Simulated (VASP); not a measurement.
The system is InAs.

```
In As
1.0
     0.00000    3.01800    3.01800
     3.01800    0.00000    3.01800
     3.01800    3.01800    0.00000
In As
1 1
Cartesian
  0.0000 0.0000 0.0000
  1.5090 1.5090 1.5090
```

```yaml
Program: VASP 6.6.1
Task: relaxation of cell and atoms
Functional: PBEsol
Potentials_or_basis: VASP PAW PBE potentials, release 64 (In_d, As)
Cutoff: 600 eV
k_mesh: 10 × 10 × 10
Occupations: gaussian, width 0.03 eV
Spin: no spin polarisation
```

At the start: pressure 1.6 GPa; volume 27.49 Å³/atom.

Q: Where does the relaxation end?

A: Over 3 steps the energy falls by 3.7 meV/atom and the volume is 28.25 Å³/atom (+2.8 %); space group F-43m (No. 216, to 0.05 Å).

Step by step:
```
step  energy change (eV)  largest force (eV/Å)  pressure (GPa)  volume (Å³)
   1              0.0000                0.0000            1.62        54.98
   2             -0.0059                0.0000           -0.70        57.21
   3             -0.0075                0.0000            0.01        56.49
```

Final structure:
```yaml
crystal:
  lattice:
    - [0.00000, 3.04545, 3.04545]
    - [3.04545, 0.00000, 3.04545]
    - [3.04545, 3.04545, 0.00000]
  atoms:
    - { symbol: In, position: [0.00000, 0.00000, 0.00000] }
    - { symbol: As, position: [0.25000, 0.25000, 0.25000] }
```

Caveat: the PAW data sets were made with another functional, which shifts forces and pressure a little.
